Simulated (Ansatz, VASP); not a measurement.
## Si2WN4 (WSi2N4 monolayer): VASP beside Ansatz

Aim: how closely do two programs agree when they are given the same cell, functional and k mesh? The structure shown is the start of the Ansatz relaxation below; VASP solves that cell, so the two are compared at the walk's first step.

Method: plane waves, with VASP 6.6.1 beside it; single point at PBE with D3(BJ), in Ansatz 0.2.0.

### 1. The structure

The cell holds 7 atoms: 4 N, 2 Si and 1 W. Its edges and angles: a = 2.920 Å, b = 2.920 Å, c = 45.201 Å, α = 90.0°, β = 90.0°, γ = 120.0°. Vacuum lies along c.

Coordinates:

```
N Si W
1.0
     2.92000    0.00000    0.00000
    -1.46000    2.52879    0.00000
     0.00000    0.00000   45.20102
N Si W
4 2 1
Direct
  0.00000 0.00000 0.42145
  0.33333 0.66667 0.47055
  0.33333 0.66667 0.52945
  0.00000 0.00000 0.57855
  0.33333 0.66667 0.43184
  0.33333 0.66667 0.56816
  0.00000 0.00000 0.50000
```

### 2. Ansatz: relaxation, PBE with D3(BJ)

Ansatz runs on its default PAW (the set named soft_2) files.

The two programs are compared at the cell with which this relaxation starts, whose forces are those of its first step.

Input file input.yaml:

```yaml
crystal:
  lattice:
    - [2.92, 0.0, 0.0]
    - [-1.46, 2.5287941791, 0.0]
    - [0.0, 0.0, 45.2010220828]
  atoms:
    - { symbol: "N", position: [0.0, 0.0, 0.421450647] }
    - { symbol: Si, position: [0.3333333333, 0.6666666667, 0.4318360821] }
    - { symbol: "N", position: [0.3333333333, 0.6666666667, 0.4705520207] }
    - { symbol: W, position: [0.0, 0.0, 0.5] }
    - { symbol: "N", position: [0.3333333333, 0.6666666667, 0.5294479793] }
    - { symbol: Si, position: [0.3333333333, 0.6666666667, 0.5681639179] }
    - { symbol: "N", position: [0.0, 0.0, 0.578549353] }
  periodic: [true, true, false]
kpoints:
  mp_grid: { grid: [12, 12, 1] }
hamiltonian:
  xc: pbe
  dispersion: d3bj
scf:
  occupations: { method: fermi_dirac, width: 0.05 }
  convergence: { dr2_threshold: 1.0e-09 }
relax:
  f_tol: 0.004
  max_steps: 90
  cell: {}
output:
  write_potential: true
  write_density: true
  volumetric_format: npy
```

Run with:

```
$ ansatz run input.yaml --threads 4 --pin off --max-ram 6144MiB --backend cpu --events-out ev --progress --plain --runs-dir out
```

Numbers of over 12 decimals in the logs are rounded to 6 here.

Log:

```text
Warning: relax.cell: scf.convergence.dr2_threshold = 1e-9 eV is looser than the 2.39361283304e-10 eV advised for a relaxation that steers and ends on the stress (1e-10 eV for each atom of the cell: 7, times the square of relax.cell.stress_2d_tol = 0.05 N/m over 17.1 Å (the atoms' height at the walk's start and 5 Å past either face), 2.924e-2 GPa, over a crystal's default 0.05). What an SCF threshold leaves in a stress goes as its square root, and in the free energy as the threshold itself, and one threshold admits the most on a small cell: [figures from the program's tests cut] Set scf.convergence.dr2_threshold to 2.39361283304e-10 eV or tighter. [rest of the remark cut]
Engine: ansatz 0.2.0, x86_64-unknown-linux-gnu
Pseudopotentials: kind: paw
Pseudopotential: N, paw, valence charge 5, recommended cutoff 420 eV (normal), N.paw.azcp
Pseudopotential: Si, paw, valence charge 4, recommended cutoff 420 eV (normal), Si.paw.azcp
Pseudopotential: W, paw, valence charge 14, recommended cutoff 420 eV (normal), W.paw.azcp
Functional definition: PBE
  parameter kappa = 0.804
  parameter beta = 0.066725
  exchange = pbe_x(kappa = kappa, mu = beta*pi^2/3)
  correlation = pbe_c(beta = beta)
Crystal: 7 atoms, lattice volume = 333.768 Å³
Basis set: ecut = 420 eV, 6463 PW (Γ), exchange–correlation on 40×40×640 points (8 copies of the dense FFT grid, shifted against one another)
Bands: 28, of which v1, the nominal top of the filled ones, is band 21 counted from 1 (20 counted from 0)
Symmetry: 12 space group operations
Space group: P-6m2 (ITA 187), of the structure as read, at distance tolerance 6.9e-5 Å
k-points: 19 of 144 (time reversal used)
Non-local potential: N, projectors of the file, l = 0: 2, l = 1: 2, l = 2: 1
Non-local potential: Si, projectors of the file, l = 0: 2, l = 1: 2, l = 2: 2
Non-local potential: W, projectors of the file, l = 0: 3, l = 1: 2, l = 2: 2, l = 3: 1
PAW form: soft (Blöchl's): semilocal exchange-correlation on the pseudo side does not see the compensation charge
PAW one-centre angular grid: N, 110 points (default); XC on 64 Gauss nodes
PAW one-centre angular grid: Si, 110 points (default); XC on 64 Gauss nodes
PAW one-centre angular grid: W, 590 points (default); XC on 64 Gauss nodes
Initial density: superposition of atomic densities (neutral atoms: chi_scale 0, normalization atom), corrected by the library's trained network
Initial wavefunctions: pseudopotential atomic-orbital guess
Functional: x = pbe(κ = 0.804, μ = 0.219515), c = pbe(β = 0.066725)
SCF iter   1: F=—  HF=-13200.373718 eV  |F-HF|=—  |Δ(HF+E_count)|=         —  Δρ=2.73e-3  dr2=9.49e-3  ethr=1.77e-3  ⟨swp⟩=15.7  Hψ=4987  notcnv=0  defer=1
preconditioner: auto → Resta (q_TF=auto, 1.931 Å⁻¹)  ε∞=2.0  [insulator: Δε(μ)=2.547 eV  Ē_g=11.936 eV  σ=0.050 eV  W_gap=1.00  n_scr=26 (ndim 8)  ℏωp=11.9 eV  f_vac=0.764  D(μ)=0.00/eV (n_scr^D=0)  ε∞_Penn≈2.0  vacuum switching on, ρ_ref=1.0e-2 e/Å³]
SCF iter   2: F=—  HF=-13200.377882 eV  |F-HF|=—  |Δ(HF+E_count)|=   4.16e-3  Δρ=1.38e-3  dr2=2.47e-3  ethr=2.26e-5  ⟨swp⟩=3.9  Hψ=1658  notcnv=0  defer=28
SCF iter   3: F=—  HF=-13200.380845 eV  |F-HF|=—  |Δ(HF+E_count)|=   2.96e-3  Δρ=5.51e-4  dr2=2.65e-3  ethr=5.87e-6  ⟨swp⟩=3.7  Hψ=1316  notcnv=0  defer=28
SCF iter   4: F=—  HF=-13200.380453 eV  |F-HF|=—  |Δ(HF+E_count)|=   3.92e-4  Δρ=1.28e-4  dr2=5.95e-5  ethr=5.87e-6  ⟨swp⟩=2.9  Hψ=817  notcnv=0  defer=28
SCF iter   5: F=—  HF=-13200.380369 eV  |F-HF|=—  |Δ(HF+E_count)|=   8.34e-5  Δρ=5.28e-5  dr2=8.75e-6  ethr=1.42e-7  ⟨swp⟩=3.7  Hψ=1293  notcnv=0  defer=28
SCF iter   6: F=—  HF=-13200.380367 eV  |F-HF|=—  |Δ(HF+E_count)|=   1.94e-6  Δρ=1.98e-5  dr2=1.57e-6  ethr=2.08e-8  ⟨swp⟩=3.3  Hψ=1165  notcnv=0  defer=28
SCF iter   7: F=—  HF=-13200.380427 eV  |F-HF|=—  |Δ(HF+E_count)|=   6.00e-5  Δρ=5.50e-6  dr2=6.75e-8  ethr=3.74e-9  ⟨swp⟩=3.3  Hψ=1099  notcnv=0  defer=28
SCF iter   8: F=—  HF=-13200.380428 eV  |F-HF|=—  |Δ(HF+E_count)|=   1.18e-7  Δρ=2.07e-6  dr2=8.38e-9  ethr=1.61e-10  ⟨swp⟩=3.4  Hψ=1220  notcnv=0  defer=28
SCF iter   9: F=-13200.380428 eV  HF=-13200.380428 eV  |F-HF|=5.51e-10  |Δ(HF+E_count)|=   2.75e-8  Δρ=5.09e-7  dr2=7.22e-10  ethr=2.38e-12  ⟨swp⟩=12.1  Hψ=5512  notcnv=0
SCF 1 converged in 9 iterations: F = -13200.380428 eV  dr2 = 7.22e-10
  greatest PAW one-centre occupation: 1.000 electrons in one spin orbital (limit 2), on the W atom at site 3 (counted from 0), in its partial waves of l = 0
[...]
SCF iter   4: F=—  HF=-13200.591281 eV  |F-HF|=—  |Δ(HF+E_count)|=   1.15e-8  Δρ=3.76e-6  dr2=4.71e-8  ethr=3.63e-10  ⟨swp⟩=2.9  Hψ=896  notcnv=0
SCF iter   5: F=—  HF=-13200.591281 eV  |F-HF|=—  |Δ(HF+E_count)|=   8.59e-9  Δρ=1.06e-6  dr2=3.07e-9  ethr=1.12e-10  ⟨swp⟩=3.5  Hψ=1172  notcnv=0
SCF iter   6: F=-13200.591281 eV  HF=-13200.591281 eV  |F-HF|=2.07e-10  |Δ(HF+E_count)|=  1.02e-10  Δρ=3.22e-7  dr2=2.08e-10  ethr=2.38e-12  ⟨swp⟩=14.2  Hψ=4878  notcnv=0
SCF 8 converged in 6 iterations: F = -13200.591281 eV  dr2 = 2.08e-10
relax step   8: F+E_penalty+E_count = -13200.59128130 eV  Δ(F+E_penalty+E_count) = -7.187e-5 eV  max|allowed force component| = 1.258e-3 eV/Å  Δτ_max = 0.0003 Å  P = -0.007 N/m  Ω = 326.896 Å³  energy of the carried Pulay correction = +6.413e-5 eV  fix = [c, alpha, beta]  reactions: c -0.000 N/m  (6 SCF iters, accepted)
iter 1 solved again at ethr=2.48e-7 eV; its pass at ethr=3.10e-3 eV (dr2=1.04e-4 eV) is discarded
SCF iter   1: F=—  HF=-13200.591226 eV  |F-HF|=—  |Δ(HF+E_count)|=         —  Δρ=2.80e-6  dr2=1.28e-8  ethr=2.48e-7  ⟨swp⟩=7.3  Hψ=8031  notcnv=0
eigensolver tolerance schedule: the retry pair's looser diagonalisation over-reported the residual by 8132.06 of it (diagonalisation noise at 1.87 of the residual, at the tolerance the schedule requests for it); recorded, not acted on — ethr = c·dr2/N_el stays at c = 1.0e-1
preconditioner: auto → Resta (q_TF=auto, 1.938 Å⁻¹)  ε∞=1.9  [insulator: Δε(μ)=2.433 eV  Ē_g=12.324 eV  σ=0.050 eV  W_gap=1.00  n_scr=26 (ndim 8)  ℏωp=12.0 eV  f_vac=0.767  D(μ)=0.00/eV (n_scr^D=0)  ε∞_Penn≈1.9  vacuum switching on, ρ_ref=1.1e-2 e/Å³]
SCF iter   2: F=—  HF=-13200.591251 eV  |F-HF|=—  |Δ(HF+E_count)|=   2.41e-5  Δρ=1.58e-6  dr2=9.43e-9  ethr=3.05e-11  ⟨swp⟩=7.4  Hψ=2556  notcnv=0
SCF iter   3: F=—  HF=-13200.591251 eV  |F-HF|=—  |Δ(HF+E_count)|=   1.28e-9  Δρ=9.27e-7  dr2=1.83e-9  ethr=2.25e-11  ⟨swp⟩=2.9  Hψ=790  notcnv=0
SCF iter   4: F=-13200.591251 eV  HF=-13200.591251 eV  |F-HF|=4.80e-10  |Δ(HF+E_count)|=  1.13e-10  Δρ=5.88e-7  dr2=6.24e-10  ethr=2.38e-12  ⟨swp⟩=22.0  Hψ=5725  notcnv=0
SCF 9 converged in 4 iterations: F = -13200.591251 eV  dr2 = 6.24e-10
relax step   9: F+E_penalty+E_count = -13200.59125059 eV  Δ(F+E_penalty+E_count) = +3.071e-5 eV  max|allowed force component| = 1.229e-3 eV/Å  Δτ_max = 0.0000 Å  P = -0.008 N/m  Ω = 326.896 Å³  fix = [c, alpha, beta]  reactions: c -0.000 N/m  stress off target by 7.98e-3 N/m on what of the cell is left free  SCF on the basis re-selected at this cell (its energy is not comparable with the rows above)  (4 SCF iters)
basis re-selected at this cell: Δ(F+E_penalty+E_count) = +3.071e-5 eV, ΔP = -0.001 N/m vs the last step (what re-selecting the basis moved, of the pressure what is left beyond the Pulay correction that the steps carried, after the strain that the cell walked since its last selection, with what the two solves' SCF thresholds leave and, on support functions, any second-order correction that the steps lacked; it is no m [...]
WARN: The output density's exchange-correlation potential varies sharply where the density is thin. Do not read a vacuum level from v_tot or v_xc, or from such a field of the output density. On a cell that repeats whose density bears no net charge and no dipole along the vacuum's axis use v_es (v_loc + v_h of the components); under efield.dipole_correction with no amplitude use v_es + v_field, which holds any externa [...]
SCF converged after 4 iterations
Free energy (F): -13200.591251 eV
Harris-Foulkes:  -13200.591251 eV  (|F-HF|=4.80e-10)
Internal energy: -13200.591251 eV  (E = F + TS)
E sigma→0 (E₀):  -13200.591251 eV
Fermi energy:    -4.145628 eV
--- Per-component energies (eV) ---
  E_band       = -861.891299
  E_kinetic    = 1076.522436
  E_local      = -192709.404029  (includes V_loc(G=0)·N_el)
  E_nonlocal   = 229.691542
  E_hartree    = 95697.422924
  E_xc         = -623.599912
  E_vxc        = -645.823567  (∫ρ·V_xc dr)
  E_paw        = -10098.288208  (= ΣΔE_a)
  E_vpaw       = -207.718950  (= ΣTr[D̂ρ^β])
  E_aug_tail   = 0.000359  (compensation charges beyond the density's cutoff)
  E_ewald      = 93228.896944
  E_disp       = -1.833307  (pairwise vdW)
  E_smearing   = -0.000000  (= −TS)
  E_closure    = 0.000000  (closes the sum)
  Σ components = -13200.591251   (vs F -13200.591251, Δ=0.00e0)
--- Forces (eV/Å), atoms counted from 1 ---
  atom   1  N     -0.00000000    -0.00000000     0.00035678
  atom   2  Si    -0.00000000     0.00000000     0.00072455
  atom   3  N      0.00000000    -0.00000000    -0.00122931
  atom   4  W      0.00000000    -0.00000000     0.00000000
  atom   5  N      0.00000000    -0.00000000     0.00122931
  atom   6  Si    -0.00000000     0.00000000    -0.00072455
  atom   7  N      0.00000000    -0.00000000    -0.00035678
  max |Σ_I F_I| component: 6.48e-16 eV/Å
--- 2D stress c σ (N/m, compression-positive) ---
       -0.007976      -0.000000       0.000000
        0.000000      -0.007976      -0.000000
        0.000000      -0.000000      -0.000000
  P = ½ c Tr σ = -0.0080 N/m
--- Band table (eV; the first three rows and the last of 19) ---
  k-point 0: bands = [... 17 lower, -7.8788, -7.8192, -7.8192, -5.3445, -2.2245, -2.2245, -1.5671 (-1.5671°), -1.5671 (-1.5671°), ... 3 higher]
  k-point 1: bands = [... 17 lower, -8.1170, -7.9690, -7.6428, -5.4295, -2.4442, -2.2255, -1.7807 (-1.7807°), -1.3561 (-1.3561°), ... 3 higher]
  k-point 2: bands = [... 17 lower, -8.3998, -8.3368, -7.7021, -5.8298, -2.5291, -2.1963, -1.8135, -0.8415 (-0.8415°), ... 3 higher]
  k-point 18: bands = [... 17 lower, -9.6160, -7.6960, -6.9509, -5.6497, -2.8756, -1.8781, -0.5577, -0.1811, ... 3 higher]
  ° read free of the cell's end (the report's vacuum.weakly_bound_levels)
--- Relaxed structure (7 steps of the walk, 7 accepted, 2 SCFs on fresh bases) ---
  F+E_penalty+E_count = -13200.59125059 eV   max|allowed force component| = 1.229e-3 eV/Å   (the final SCF, on the basis selected at the relaxed cell)
  cell:  # Å, volume = 326.8961 Å³
    - [2.889784, 0, 0]
    - [-1.444892, 2.502627, 0]
    - [0, 0, 45.2010220828]
  atoms:
    - { symbol: N, position: [1.0617738097608526e-17, -5.1268884603883563e-17, 0.421718] }
    - { symbol: Si, position: [0.333333, 0.666667, 0.433288] }
    - { symbol: N, position: [0.333333, 0.666667, 0.472041] }
    - { symbol: W, position: [1.0573552618555009e-17, -5.135725556199062e-17, 0.500000] }
    - { symbol: N, position: [0.333333, 0.666667, 0.527959] }
    - { symbol: Si, position: [0.333333, 0.666667, 0.566712] }
    - { symbol: N, position: [1.0529367139501452e-17, -5.144562652009771e-17, 0.578282] }
```

[end of part 1 of 2]

[Lines on the potential files, build, host, timing and source positions are cut from VASP's logs without a mark.]

[Logs are printed without paths, hosts, clocks, repeated set-up lines and the standing remarks that a program may print on its own settings, such as how far it seeks lower states.]

[Hosts, paths, dates, database ids (printed as entryN), source tags and the programs' standing remarks are cut or masked in the printed files.]
